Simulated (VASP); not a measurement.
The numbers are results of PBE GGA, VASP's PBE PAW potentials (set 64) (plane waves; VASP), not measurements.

VASP input:

### INCAR
```
SYSTEM = BeZn3Te4
PREC = Accurate
ENCUT = 400
EDIFF = 1E-6
NELM = 100
ALGO = Normal
LREAL = .FALSE.
LASPH = .TRUE.
ISMEAR = 0
SIGMA = 0.05
GGA = PE
LMAXMIX = 4
LWAVE = .FALSE.
LCHARG = .FALSE.
IBRION = 2
ISIF = 3
NSW = 60
EDIFFG = -0.02
```

POSCAR:
```
BeZn3Te4
1
    6.0492327449     0.0000000000    -0.0000000000
    0.0000000000     6.0492327449    -0.0000000000
   -0.0000000000     0.0000000000     6.0492327449
Zn Te Be
3 4 1
Direct
  0.0000000000   0.0000000000   0.0000000000
  0.5000000000   0.5000000000   0.0000000000
  0.5000000000   0.0000000000   0.5000000000
  0.2372511090   0.2627488910   0.2627488910
  0.7627488910   0.7372511090   0.2627488910
  0.7627488910   0.2627488910   0.7372511090
  0.2372511090   0.7372511090   0.7372511090
  0.0000000000   0.5000000000   0.5000000000
```

File KPOINTS:
```
Regular mesh
0
Gamma
 4 4 4
```

POTCAR, in this order: Zn Te Be (PBE.64 set). Program: vasp_std.

Unless said otherwise, spin-orbit coupling is left out, though it shifts the bands of the heavy elements here.

Q: Predict the energy per atom (σ→0), volume per atom, band gap (on the k-mesh).

A: 
```
Quantity                           Value
------------------------  --------------
energy per atom (σ→0)     -2.884 eV/atom
band gap (on the k-mesh)         1.62 eV
volume per atom            27.62 Å³/atom
```

### OSZICAR
```
...
   3 F= -.23067968E+02 E0= -.23067968E+02  d E =-.618939E-03
       N       E                     dE             d eps       ncg     rms          rms(c)
DAV:   1    -0.230682708098E+02   -0.30289E-03   -0.13330E-02   821   0.873E-01    0.135E-01
DAV:   2    -0.230680765843E+02    0.19423E-03   -0.19304E-03   911   0.572E-01    0.492E-02
DAV:   3    -0.230680460797E+02    0.30505E-04   -0.87900E-05   877   0.736E-02    0.286E-02
DAV:   4    -0.230680371369E+02    0.89428E-05   -0.21351E-05   818   0.180E-02    0.100E-02
DAV:   5    -0.230680366857E+02    0.45123E-06   -0.18250E-06   587   0.124E-02
   4 F= -.23068037E+02 E0= -.23068037E+02  d E =-.687727E-03
```

The structure was generated: BeZn3Te4 was put into an ordered model structure (P-43m), which need not be its known phase. This run relaxes it. Symmetry was kept, so distortions that lower it aren't found. The start is the result of an earlier pass.
